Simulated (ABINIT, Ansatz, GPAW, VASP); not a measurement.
# AgI (F-43m, 2 atoms in the cell) computed with different codes at matched settings

Self-consistent single point, at a second geometry (lattice scaled by 0.98). First geometry:

```xyz
2
Lattice="0.0000 3.2500 3.2500 3.2500 0.0000 3.2500 3.2500 3.2500 0.0000" Properties=species:S:1:pos:R:3 pbc="T T T"
Ag     0.0000     0.0000     0.0000
I      1.6250     1.6250     1.6250
```

Shared settings, as Ansatz (an electronic-structure program) writes them: kpoints.mp_grid.grid = 9 9 9; scf.occupations.method = fermi_dirac; scf.occupations.width = 0.0037 Ry. Potentials and cutoffs stand in the table.

| code | model | ΔF from the first geometry (meV/atom) | pressure (GPa) | gap on the mesh (eV) | cutoff |
|---|---|---|---|---|---|
| ABINIT | PBE, norm-conserving pseudopotentials (PseudoDojo nc-sr-05 PBE standard) | 35.6 | 4.08 | 1.335 | 41 Ha |
| VASP | PBE, VASP's PBE PAW potentials (set 64) | – | – | 1.336 | 300 eV |
| Ansatz | PBE, default PAW files | 37.1 | 4.22 | 1.341 | default |
| GPAW | PBE, GPAW PAW datasets PBE (gpaw-data 1.0.1) | 40.9 | 4.60 | 1.338 | 600 eV |

A dash marks a value that a program does not give, or that is left out as unsure.

Gaps are read on the mesh.

On Ansatz's run: spin-orbit coupling is off.

The spread over the programs that give each value: ΔF from the first geometry within 5.3 meV/atom; pressure within 0.52 GPa; gap on the mesh within 0.006 eV.

Ansatz's pressure is given at a fixed set of plane waves, as the other plane-wave codes print theirs; with its correction for the finite basis it is 4.26 GPa.

VASP's run is marked for a possible Pulay error in its stress at this cutoff; no cutoff test was made.

The starting cell has typed, rounded lattice constants, without a prior relaxation at this level. For this run, on top of that: lattice scaled by 0.98.

Left out of this page: Quantum ESPRESSO, CP2K, Elk, FLEUR and SIESTA (not drawn, or without a comparable value).

Keys are those of Ansatz 0.2.
